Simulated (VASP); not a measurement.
Consider the following.

```
BaTiO3
1.0
    4.02363     0.00000     0.00000
    0.00000     4.02363     0.00000
    0.00000     0.00000     4.02363
Ba Ti O
1 1 3
Direct
  0.00000   0.00000   0.00000
  0.50000   0.50000   0.50000
  0.50000   0.00000   0.50000
  0.00000   0.50000   0.50000
  0.50000   0.50000   0.00000
```

The numbers are results of PBE GGA, VASP's PBE PAW potentials (set 64) (plane waves; VASP), not measurements. Numerical set-up: 450 eV cut-off, Gaussian smearing of 0.050 eV, potentials Ba_sv Ti_sv O.

Unless said otherwise, spin-orbit coupling is left out, though it shifts the bands of the heavy elements here.

Estimate the band gap (along the path) with the smallest direct gap where there is one.

```json
{
  "band gap (along the path)": "1.71 eV",
  "smallest direct gap (along the path)": "1.87 eV"
}
```

The absolute energy has meaning only against runs of the same code, potentials and settings.

The compound is BaTiO3 in the cubic perovskite structure, the ideal cubic form; the compound distorts at low or room temperature. It was relaxed first.
